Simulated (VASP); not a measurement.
```
CELL_PARAMETERS angstrom
      0.00000     2.82249     2.82249
      2.82249     0.00000     2.82249
      2.82249     2.82249     0.00000
ATOMIC_POSITIONS crystal
  Li 0.25000 0.25000 0.25000
  Li 0.75000 0.75000 0.75000
  S  0.00000 0.00000 0.00000
```

All values below come from vdW-DF-cx, VASP's PBE PAW potentials (set 64) (plane waves; VASP). Settings: 520 eV cut-off, 7×7×7 Γ-centred mesh, Gaussian smearing of 0.050 eV, potentials Li_sv S.

Q: Predict the energy per atom (σ→0), pressure.

A: 
The energy per atom (σ→0) is -2.933 eV/atom. The pressure is 13.7 kbar.

Only differences to runs with the same potentials and settings are physical.

The compound is Li2S in the antifluorite structure. This cell is one point of a volume scan, at 0.97 of the reference volume.
